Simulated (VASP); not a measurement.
Be2Au, 3 atoms in the cell. Symmetry: Fm-3m, No. 225, cubic system. The conventional cell has a = 5.475 Å, b = 5.475 Å, c = 5.475 Å, α = 90.00°, β = 90.00°, γ = 90.00°. Be (site symmetry -43m) is surrounded by 4 Au at 2.37 Å. Around Au (site symmetry m-3m) lie 8 Be at 2.37 Å. The cell was built by a generator and needn't be a form met in nature. The cell isn't the ideal one: species swapped into the EuF2 type (Fm-3m, No. 225).

```yaml
Program: VASP 6.6.1
Task: relaxation of cell and atoms
Functional: PBE
Potentials_or_basis: VASP PAW PBE potentials, release 64 (Be, Au)
Cutoff: 600 eV
k_mesh: 14 × 14 × 14
Occupations: gaussian, width 0.1 eV
Spin: no spin polarisation
Dipole_correction: no
Further_INCAR_settings: ALGO = Normal; EDIFF = 1e-06; IBRION = 2; EDIFFG = -0.01; NSW = 100; ISIF = 3
```

Potentials or basis: VASP PAW PBE potentials, release 64 (Be, Au).

Run with:

```sh
$ cat potpaw_PBE.64/Be/POTCAR potpaw_PBE.64/Au/POTCAR > POTCAR
$ mpirun -np 1 vasp_std > vasp.out
```

Hardware: 1 thread of Intel(R) Xeon(R) 6975P-C (Granite Rapids), with other jobs on the host.

Question: Estimate the wall time of this run.

Answer: Run time: 17 s on 1 thread of Intel(R) Xeon(R) 6975P-C (Granite Rapids), with other jobs on the host, peak memory 0.22 GiB. Counts: scf iterations 12, k points 104, ion steps 1.
